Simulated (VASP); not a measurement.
Level of theory: PBE0 hybrid, VASP's PBE PAW potentials (set 64) (plane waves; VASP 6.6.1).

A VASP calculation is set up with these files.

### INCAR
```
SYSTEM = C
PREC = Accurate
ENCUT = 520
EDIFF = 1E-6
NELM = 60
ALGO = Normal
LREAL = .FALSE.
LASPH = .TRUE.
ISMEAR = 0
SIGMA = 0.05
GGA = PE
AEXX = 0.25
HFRCUT = -1
LHFCALC = .TRUE.
PRECFOCK = Fast
ISYM = 3
LWAVE = .FALSE.
LCHARG = .FALSE.
ISIF = 2
```

### POSCAR
```
C
1
    0.0000000000     1.7314263714     1.7314263714
    1.7314263714     0.0000000000     1.7314263714
    1.7314263714     1.7314263714     0.0000000000
C
2
Direct
  0.0000000000   0.0000000000   0.0000000000
  0.2500000000   0.2500000000   0.2500000000
```

**KPOINTS**
```
Automatic mesh
0
Gamma
10 10 10
0 0 0
```

POTCAR, in this order: C (PBE.64 set). Program: vasp_std. Read from the step before: WAVECAR.

What VASP printed:

File OSZICAR:
```
       N       E                     dE             d eps       ncg     rms          rms(c)
DAV:   1    -0.220346578706E+02   -0.22035E+02   -0.26908E-01   944   0.509E+00    0.730E-01
DAV:   2    -0.220356591176E+02   -0.10012E-02   -0.19773E-03   976   0.404E-01    0.454E-01
DAV:   3    -0.220352388440E+02    0.42027E-03   -0.34006E-04   824   0.175E-01    0.249E-01
DAV:   4    -0.220351183505E+02    0.12049E-03   -0.94010E-05   800   0.967E-02    0.135E-01
DAV:   5    -0.220350840627E+02    0.34288E-04   -0.22924E-05   856   0.496E-02    0.738E-02
DAV:   6    -0.220350739460E+02    0.10117E-04   -0.54779E-06   816   0.253E-02    0.405E-02
DAV:   7    -0.220350708840E+02    0.30620E-05   -0.13384E-06   680   0.131E-02    0.224E-02
DAV:   8    -0.220350699521E+02    0.93187E-06   -0.34820E-07   376   0.716E-03
   1 F= -.22035070E+02 E0= -.22035070E+02  d E =-.311907E-22
```

**OUTCAR**
```
------------------------ aborting loop because EDIFF is reached ----------------------------------------
  FORCE on cell =-STRESS in cart. coord.  units (eV):
  Direction    XX          YY          ZZ          XY          YZ          ZX
  --------------------------------------------------------------------------------------
  Total        2.5205616      2.5205616      2.5205616     -0.0000000      0.0000000     -0.0000000
  in kB      389.0145238    389.0145238    389.0145238     -0.0000000      0.0000000     -0.0000000
  external PRESSURE =     389.0145238 kB  Pullay stress =       0.0000000 kB
  volume of cell :       10.38
      direct lattice vectors                 reciprocal lattice vectors
     0.000000000  1.731426371  1.731426371    -0.288779245  0.288779245  0.288779245
     1.731426371  0.000000000  1.731426371     0.288779245 -0.288779245  0.288779245
     1.731426371  1.731426371  0.000000000     0.288779245  0.288779245 -0.288779245
 POSITION                                       TOTAL-FORCE (eV/Angst)
 -----------------------------------------------------------------------------------
      0.00000      0.00000      0.00000         0.000000     -0.000000     -0.000000
      0.86571      0.86571      0.86571        -0.000000      0.000000      0.000000
 -----------------------------------------------------------------------------------
    total drift:                                0.000000      0.000000     -0.000000
  FREE ENERGIE OF THE ION-ELECTRON SYSTEM (eV)
  ---------------------------------------------------
  free  energy   TOTEN  =       -22.0350699521 eV

  energy  without entropy=      -22.0350699521  energy(sigma->0) =      -22.03506995

  exchange ACFDT corr.  =         0.00000000  see jH, gK, PRB 81, 115126
```
(Selected blocks of OUTCAR.)

The compound is C in the diamond structure. This cell is one point of a volume scan, at 0.91 of the reference volume. The cell's shape comes from a PBE relaxation.
